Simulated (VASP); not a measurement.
An input for Ansatz (written as the equivalent of a VASP run, and not itself run):

Ansatz 0.2 input:
```yaml
crystal:
  lattice:
    - [0.0000000, 2.7705371, 2.7705371]
    - [2.7705371, 0.0000000, 2.7705371]
    - [2.7705371, 2.7705371, 0.0000000]
  atoms:
    - { symbol: Rb, position: [1.0000000, 0.0000000, 1.0000000] }
    - { symbol: Cl, position: [0.5000000, 0.5000000, 0.5000000] }
kpoints:
  mp_grid: { grid: [8, 8, 8] }
hamiltonian:
  xc: pbesol
  pseudopotentials: { kind: paw }
scf:
  occupations: { method: gaussian, width: 0.05 }
  max_iter: 100
relax:
  max_steps: 40
  f_tol: 0.02
  cell: { p_target: 30 }
output: { forces: true, stress: true, eigenvalues: true }
```

Question: Write the VASP files for the same calculation (PBEsol).

Answer: Several could match; the one computed here: 
**INCAR**
```
! general
SYSTEM   =  RbCl
PREC     =  Accurate
ENCUT    =  500
LREAL    =  .FALSE.   ! projection in real space or not
LASPH    =  .TRUE.   ! aspherical one-centre terms

! electronic loop
EDIFF    =  1E-6
NELM     =  100
ALGO     =  Normal
LMAXMIX  =  4

! smearing
ISMEAR   =  0   ! Gaussian
SIGMA    =  0.05

! functional
GGA      =  PS   ! PBEsol

! ions
IBRION   =  2
NSW      =  40
ISIF     =  3   ! ions, shape and volume
EDIFFG   =  -0.02
PSTRESS  =  300

! output
LWAVE    =  .FALSE.
LCHARG   =  .FALSE.
```

**KPOINTS**
```
Automatic mesh
0
Gamma
8 8 8
0 0 0
```

**POSCAR**
```
RbCl
1
    0.0000000000     2.7705370641     2.7705370641
    2.7705370641     0.0000000000     2.7705370641
    2.7705370641     2.7705370641     0.0000000000
Rb Cl
1 1
Direct
  1.0000000000   0.0000000000   1.0000000000
  0.5000000000   0.5000000000   0.5000000000
```

POTCAR, in this order: Rb_sv Cl (PBE.64 set). Program: vasp_std.

What does not carry over: each code has its own PAW files, so the cut-off isn't converted (ENCUT is set for VASP's; basis.ecutwfc is left out, and Ansatz then takes the one that its files recommend); Ansatz stops its SCF on the density residual and VASP on the energy change (EDIFF).

The compound is RbCl in the rock salt structure. It was relaxed first under an external pressure of 30 GPa.
